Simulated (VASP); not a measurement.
Computed with HSE06 screened hybrid, VASP's PBE PAW potentials (set 64) (plane waves; VASP).

VASP input:

**INCAR**
```
# general
SYSTEM   = In33P32
PREC     = Normal
ENCUT    = 400
LREAL    = Auto
LASPH    = T
ISYM     = 0

# electronic loop
EDIFF    = 1E-5
NELM     = 50
NELMIN   = 4
ALGO     = Normal
LMAXMIX  = 4

# smearing
ISMEAR   = 0
SIGMA    = 0.05

# functional
GGA      = PE
LHFCALC  = T
AEXX     = 0.25
HFSCREEN = 0.2
PRECFOCK = Fast

# spin
ISPIN    = 2
MAGMOM   = 65*0.0154
NUPDOWN  = 1

# ions
ISIF     = 0

# output
LWAVE    = F
LCHARG   = F
LORBIT   = 10
```

File POSCAR:
```
In33P32
1.0
 11.9995217332   0.0000000000   0.0000000000
  0.0000000000  11.9995217332   0.0000000000
  0.0000000000   0.0000000000  11.9995217332
In P
33 32
Cartesian
  5.9727343474  11.9572947586  11.9589616830
  9.0476869745   3.0265797327  11.9576620988
  9.0445837914  11.9534246813   3.0273210308
 11.9978249912   0.0041212417  11.9981023314
  2.9952727202   2.9948352740   0.0093238972
  6.0020374351   6.0008144726   0.0099915866
  8.9984571883   8.9988046296  11.9990035939
  2.9926484271  11.9994878885   2.9948961236
  6.1820719450   2.8096134176   2.8253767837
  8.9909884592   6.0024640397   2.9989994044
  6.0038823411  11.9936587225   6.0048263147
  8.9950266954   2.9955727622   6.0094774889
  8.9933062748   0.0025216191   8.9947631547
 11.9502055780   5.9716091918  11.9569705532
  3.0271221315   9.0459397266  11.9529001402
  0.0054050430   2.9931594724   3.0000231868
  2.7995751493   6.1883815479   2.8144517004
  6.0053607842   8.9892972730   2.9964795648
 11.9590400099  11.9590658521   5.9729036583
  2.8333206939   2.8191163176   6.1823188460
  6.1873156148   6.1847130829   6.1978749359
  9.0514238728   9.0450191677   5.9748601599
  3.0242133611  11.9555607090   9.0459660631
  6.0050958780   2.9957198427   9.0003761998
  9.0442658869   5.9744129809   9.0509060262
 11.9478867652   9.0450939955   3.0253207765
  0.0026592788   6.0001022578   6.0066946930
  2.9942145723   8.9945156826   6.0082143425
 11.9560746581   3.0233955193   9.0479311972
  2.9927676436   6.0033890900   9.0004473354
  5.9750394735   9.0431293402   9.0539287706
 11.9992158186   9.0009775246   8.9971264965
  4.5047677744   4.5238103890   4.4924832220
  7.6315444651   1.3704461875   1.3716553745
 10.4992765859   4.4984646344   1.5151322135
 10.4983640271   1.5107100250   4.5021890892
  1.4935366263   1.4950439330   1.4978336298
  4.4962996963   4.4998997580   1.5379630484
  7.5049058506   7.5019828883   1.4956136487
 10.4978373237  10.5017763563   1.4834412715
  4.4979605525   1.5245804234   4.4996157065
  7.4682343066   4.5003144087   4.5061221724
 10.5004315975   7.4861077430   4.5022152877
  7.4964106020   1.4947314523   7.5018370365
 10.4977627238   4.4986631425   7.4959475873
 10.4962490514   1.4846897521  10.4982201336
  1.3609677833   7.6381322398   1.3630943277
  4.5008963855  10.4958465766   1.5116564321
  1.5312084816   4.4986478299   4.5022654949
  4.4987121557   7.4685479681   4.5030005628
  7.4921909462  10.4933085374   4.5002856782
  1.3750753450   1.3753529083   7.6272805455
  4.5025374449   4.5036571658   7.4754492843
  7.6368456067   7.6372174466   7.6375334888
 10.5024429957  10.5044313368   7.5141373035
  4.4980958279   1.5103190266  10.5032014591
  7.4909559602   4.4990410878  10.5056433533
 10.5014314612   7.5154837722  10.5006132954
  1.5079207818  10.4947547557   4.5002529987
  1.4939136189   7.5008316746   7.5052502909
  4.5004960106  10.4939066091   7.4962088912
  1.5081584335   4.4972823839  10.5054400994
  4.5002613132   7.4871294735  10.5044188153
  7.5137574310  10.5032516807  10.5033801979
  1.4836275568  10.5008362981  10.5000355089
```

File KPOINTS:
```
Automatic mesh
0
G
1 1 1
```

POTCAR, in this order: In P (PBE.64 set). Program: vasp_gam. Read from the step before: WAVECAR.

Output

**OUTCAR**
```
 ion  position               nearest neighbor table
   1  0.498  0.996  0.997-  64 2.57  56 2.59  48 2.59  34 2.60
   2  0.754  0.252  0.997-  46 2.57  35 2.59  57 2.59  34 2.60
   3  0.754  0.996  0.252-  40 2.57  51 2.59  36 2.59  34 2.60
   4  1.000  0.000  1.000-  46 2.59  37 2.59  65 2.59  40 2.59
   5  0.250  0.250  0.001-  37 2.59  62 2.59  56 2.59  38 2.62
   6  0.500  0.500  0.001-  39 2.59  63 2.59  57 2.59  38 2.62
   7  0.750  0.750  1.000-  58 2.59  64 2.59  40 2.59  39 2.59
   8  0.249  1.000  0.250-  37 2.59  59 2.60  48 2.60  41 2.62
   9  0.515  0.234  0.235-  34 2.51  41 2.70  42 2.71  38 2.71  33 2.92
  10  0.749  0.500  0.250-  39 2.59  35 2.60  43 2.60  42 2.62
  11  0.500  1.000  0.500-  44 2.59  51 2.59  61 2.59  41 2.62
  12  0.750  0.250  0.501-  44 2.59  45 2.59  36 2.60  42 2.62
  13  0.749  0.000  0.750-  44 2.59  64 2.59  55 2.59  46 2.59
  14  0.996  0.498  0.996-  58 2.57  35 2.59  62 2.59  47 2.60
  15  0.252  0.754  0.996-  65 2.57  63 2.59  48 2.59  47 2.60
  16  0.000  0.249  0.250-  37 2.59  36 2.59  35 2.60  49 2.62
  17  0.233  0.516  0.235-  47 2.51  49 2.70  38 2.71  50 2.72  33 2.91
  18  0.500  0.749  0.250-  39 2.59  51 2.60  48 2.60  50 2.62
  19  0.997  0.997  0.498-  55 2.57  36 2.59  59 2.59  52 2.60
  20  0.236  0.235  0.515-  52 2.51  41 2.70  53 2.70  49 2.71  33 2.92
  21  0.516  0.515  0.517-  54 2.51  53 2.70  42 2.71  50 2.72  33 2.92
  22  0.754  0.754  0.498-  55 2.57  43 2.59  51 2.59  54 2.60
  23  0.252  0.996  0.754-  65 2.57  56 2.59  61 2.59  52 2.60
  24  0.500  0.250  0.750-  44 2.59  57 2.59  56 2.60  53 2.62
  25  0.754  0.498  0.754-  58 2.57  57 2.59  45 2.59  54 2.60
  26  0.996  0.754  0.252-  40 2.57  43 2.59  59 2.59  47 2.60
  27  0.000  0.500  0.501-  60 2.59  43 2.59  45 2.60  49 2.62
  28  0.250  0.750  0.501-  60 2.59  61 2.59  59 2.59  50 2.62
  29  0.996  0.252  0.754-  46 2.57  62 2.59  45 2.59  52 2.60
  30  0.249  0.500  0.750-  60 2.59  63 2.60  62 2.60  53 2.62
  31  0.498  0.754  0.755-  64 2.57  63 2.59  61 2.59  54 2.60
  32  1.000  0.750  0.750-  55 2.59  60 2.59  65 2.59  58 2.59
  33  0.375  0.377  0.374-  17 2.91  21 2.92   9 2.92  20 2.92  50 2.94  38 2.95  42 2.96  49 2.97
                            53 2.98  41 3.00
  34  0.636  0.114  0.114-   9 2.51   1 2.60   3 2.60   2 2.60
  35  0.875  0.375  0.126-   2 2.59  14 2.59  16 2.60  10 2.60
  36  0.875  0.126  0.375-  19 2.59   3 2.59  16 2.59  12 2.60
  37  0.124  0.125  0.125-   4 2.59  16 2.59   5 2.59   8 2.59
  38  0.375  0.375  0.128-   6 2.62   5 2.62   9 2.71  17 2.71  33 2.95
  39  0.625  0.625  0.125-   7 2.59  18 2.59  10 2.59   6 2.59
  40  0.875  0.875  0.124-  26 2.57   3 2.57   7 2.59   4 2.59
  41  0.375  0.127  0.375-   8 2.62  11 2.62  20 2.70   9 2.70  33 3.00
  42  0.622  0.375  0.376-  10 2.62  12 2.62   9 2.71  21 2.71  33 2.96
  43  0.875  0.624  0.375-  22 2.59  26 2.59  27 2.59  10 2.60
  44  0.625  0.125  0.625-  13 2.59  11 2.59  24 2.59  12 2.59
  45  0.875  0.375  0.625-  25 2.59  29 2.59  12 2.59  27 2.60
  46  0.875  0.124  0.875-  29 2.57   2 2.57   4 2.59  13 2.59
  47  0.113  0.637  0.114-  17 2.51  26 2.60  14 2.60  15 2.60
  48  0.375  0.875  0.126-  15 2.59   1 2.59   8 2.60  18 2.60
  49  0.128  0.375  0.375-  16 2.62  27 2.62  17 2.70  20 2.71  33 2.97
  50  0.375  0.622  0.375-  18 2.62  28 2.62  21 2.72  17 2.72  33 2.94
  51  0.624  0.874  0.375-  22 2.59   3 2.59  11 2.59  18 2.60
  52  0.115  0.115  0.636-  20 2.51  19 2.60  29 2.60  23 2.60
  53  0.375  0.375  0.623-  30 2.62  24 2.62  20 2.70  21 2.70  33 2.98
  54  0.636  0.636  0.636-  21 2.51  25 2.60  31 2.60  22 2.60
  55  0.875  0.875  0.626-  22 2.57  19 2.57  32 2.59  13 2.59
  56  0.375  0.126  0.875-   1 2.59  23 2.59   5 2.59  24 2.60
  57  0.624  0.375  0.876-   2 2.59  25 2.59  24 2.59   6 2.59
  58  0.875  0.626  0.875-  25 2.57  14 2.57   7 2.59  32 2.59
  59  0.126  0.875  0.375-  26 2.59  19 2.59  28 2.59   8 2.60
  60  0.124  0.625  0.625-  32 2.59  27 2.59  28 2.59  30 2.59
  61  0.375  0.875  0.625-  31 2.59  23 2.59  28 2.59  11 2.59
  62  0.126  0.375  0.875-  29 2.59  14 2.59   5 2.59  30 2.60
  63  0.375  0.624  0.875-  15 2.59  31 2.59   6 2.59  30 2.60
  64  0.626  0.875  0.875-  31 2.57   1 2.57   7 2.59  13 2.59
  65  0.124  0.875  0.875-  23 2.57  15 2.57   4 2.59  32 2.59
 Subroutine IBZKPT returns following result:
 Found      1 irreducible k-points:

 Following reciprocal coordinates:
            Coordinates               Weight
  0.000000  0.000000  0.000000      1.000000
 Subroutine IBZKPT_HF returns following result:
   k-points           NKPTS =      1   k-points in BZ     NKDIM =      1   number of bands    NBANDS=    163
...
```

OSZICAR:
```
       N       E                     dE             d eps       ncg     rms          rms(c)
DAV:   1    -0.315866095434E+03   -0.31587E+03   -0.15031E+01   652   0.711E+00    0.124E+01
DAV:   2    -0.316022870315E+03   -0.15677E+00   -0.72682E-01   770   0.134E+00    0.849E+00
DAV:   3    -0.315988506472E+03    0.34364E-01   -0.26617E-02   738   0.283E-01    0.496E+00
DAV:   4    -0.315971786009E+03    0.16720E-01   -0.98927E-03   744   0.151E-01    0.274E+00
DAV:   5    -0.315965960564E+03    0.58254E-02   -0.38690E-03   746   0.880E-02    0.146E+00
DAV:   6    -0.315963847073E+03    0.21135E-02   -0.92333E-04   709   0.463E-02    0.774E-01
DAV:   7    -0.315963066866E+03    0.78021E-03   -0.29074E-04   749   0.279E-02    0.404E-01
DAV:   8    -0.315962792615E+03    0.27425E-03   -0.10778E-04   698   0.178E-02    0.206E-01
DAV:   9    -0.315962701482E+03    0.91133E-04   -0.37573E-05   506   0.109E-02    0.106E-01
DAV:  10    -0.315962673668E+03    0.27814E-04   -0.17808E-05   393   0.804E-03    0.499E-02
DAV:  11    -0.315962666741E+03    0.69274E-05   -0.72782E-06   329   0.491E-03
   1 F= -.31596267E+03 E0= -.31596267E+03  d E =-.115191E-10  mag=     1.0000
```

**OUTCAR**
```
------------------------ aborting loop because EDIFF is reached ----------------------------------------
  volume of cell :     1727.79
      direct lattice vectors                 reciprocal lattice vectors
    11.999521733  0.000000000  0.000000000     0.083336655  0.000000000  0.000000000
     0.000000000 11.999521733  0.000000000     0.000000000  0.083336655  0.000000000
     0.000000000  0.000000000 11.999521733     0.000000000  0.000000000  0.083336655
  FREE ENERGIE OF THE ION-ELECTRON SYSTEM (eV)
  ---------------------------------------------------
  free  energy   TOTEN  =      -315.9626667410 eV

  energy  without entropy=     -315.9626667410  energy(sigma->0) =     -315.96266674

  exchange ACFDT corr.  =         0.00000000  see jH, gK, PRB 81, 115126

 total charge

# of ion       s       p       d       tot
------------------------------------------
    1        1.184   1.444   0.244   2.872
    2        1.184   1.445   0.244   2.874
    3        1.184   1.443   0.244   2.871
    4        1.183   1.429   0.241   2.854
    5        1.183   1.408   0.236   2.827
    6        1.183   1.408   0.236   2.826
    7        1.183   1.429   0.241   2.853
    8        1.182   1.407   0.235   2.825
    9        1.216   1.329   0.238   2.783
   10        1.183   1.408   0.235   2.826
   11        1.182   1.406   0.235   2.824
   12        1.183   1.407   0.235   2.825
   13        1.183   1.428   0.241   2.852
   14        1.184   1.445   0.244   2.874
   15        1.184   1.445   0.244   2.873
   16        1.183   1.409   0.236   2.828
   17        1.218   1.325   0.237   2.780
   18        1.183   1.408   0.236   2.826
   19        1.184   1.443   0.244   2.871
   20        1.214   1.334   0.240   2.787
   21        1.217   1.328   0.238   2.783
   22        1.184   1.445   0.244   2.873
   23        1.184   1.443   0.244   2.870
   24        1.183   1.407   0.235   2.825
   25        1.184   1.445   0.244   2.873
   26        1.184   1.445   0.244   2.873
   27        1.183   1.408   0.236   2.826
   28        1.183   1.407   0.235   2.825
   29        1.184   1.444   0.244   2.872
   30        1.182   1.407   0.235   2.824
   31        1.184   1.446   0.244   2.874
   32        1.183   1.429   0.241   2.853
   33        1.506   0.984   0.215   2.706
   34        1.038   1.486   0.000   2.524
   35        1.031   1.482   0.000   2.512
   36        1.031   1.482   0.000   2.512
   37        1.026   1.488   0.000   2.513
   38        1.042   1.448   0.000   2.490
   39        1.026   1.488   0.000   2.514
   40        1.027   1.493   0.000   2.520
   41        1.042   1.449   0.000   2.490
   42        1.042   1.449   0.000   2.491
   43        1.031   1.482   0.000   2.513
   44        1.026   1.488   0.000   2.513
   45        1.031   1.482   0.000   2.512
   46        1.027   1.493   0.000   2.520
   47        1.038   1.486   0.000   2.525
   48        1.031   1.482   0.000   2.512
   49        1.042   1.449   0.000   2.491
   50        1.042   1.448   0.000   2.490
   51        1.031   1.482   0.000   2.512
   52        1.037   1.486   0.000   2.523
   53        1.042   1.449   0.000   2.491
   54        1.038   1.486   0.000   2.524
   55        1.027   1.493   0.000   2.519
   56        1.031   1.482   0.000   2.512
   57        1.031   1.482   0.000   2.513
   58        1.027   1.493   0.000   2.520
   59        1.031   1.482   0.000   2.512
   60        1.026   1.487   0.000   2.513
   61        1.031   1.482   0.000   2.512
   62        1.031   1.482   0.000   2.512
   63        1.031   1.482   0.000   2.513
   64        1.027   1.493   0.000   2.520
   65        1.027   1.493   0.000   2.519
--------------------------------------------------
tot         72.537  93.562   7.888 173.986

 magnetization (x)

# of ion       s       p       d       tot
------------------------------------------
    1        0.012   0.001  -0.000   0.013
    2        0.012   0.001  -0.000   0.013
    3        0.012   0.001  -0.000   0.013
    4        0.005  -0.001  -0.000   0.004
    5        0.005   0.000  -0.000   0.005
    6        0.005   0.000  -0.000   0.005
    7        0.005  -0.001  -0.000   0.004
    8        0.005   0.000  -0.000   0.005
    9        0.040   0.003   0.007   0.051
   10        0.005   0.000  -0.000   0.005
   11        0.005   0.000  -0.000   0.005
   12        0.005   0.000  -0.000   0.005
   13        0.005  -0.001  -0.000   0.004
   14        0.012   0.001  -0.000   0.013
   15        0.012   0.001  -0.000   0.013
   16        0.005   0.000  -0.000   0.005
   17        0.041   0.004   0.007   0.052
   18        0.005   0.000  -0.000   0.005
   19        0.012   0.001  -0.000   0.013
   20        0.040   0.003   0.007   0.050
...
```
(Selected blocks of OUTCAR.)

The supercell is sampled at Γ alone, which is coarse: total energies, pressure and levels can be off, energies of defects by several tenths of an eV.

The cell is a supercell with a defect, built from InP (zinc blende): In_i. The cell's shape comes from a PBE relaxation.
